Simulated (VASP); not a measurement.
Here is the system:

```
KZnF3
1.0
    3.98578     0.00000     0.00000
    0.00000     3.98578     0.00000
    0.00000     0.00000     3.98578
K Zn F
1 1 3
Direct
  0.00000   0.00000   0.00000
  0.50000   0.50000   0.50000
  0.50000   0.00000   0.50000
  0.00000   0.50000   0.50000
  0.50000   0.50000   0.00000
```

Computed with LDA (Ceperley-Alder, Perdew-Zunger), VASP's LDA PAW potentials (set 64) (plane waves; VASP 6.6.1). Settings: 520 eV cut-off, 6×6×6 Γ-centred mesh, Gaussian smearing of 0.050 eV, potentials K_sv Zn F.

Question: Give the energy at these volumes per atom, relative to the lowest: 11.85, 12.23, 12.60, 12.98, 13.36 Å³.

Answer: 17.6, 4.7, 0.0, 2.2, 10.2 meV/atom. A third-order Birch-Murnaghan fit gives B0 = 95.4 GPa and B0′ = 4.4.

The compound is KZnF3 in the cubic perovskite structure. It was relaxed first.
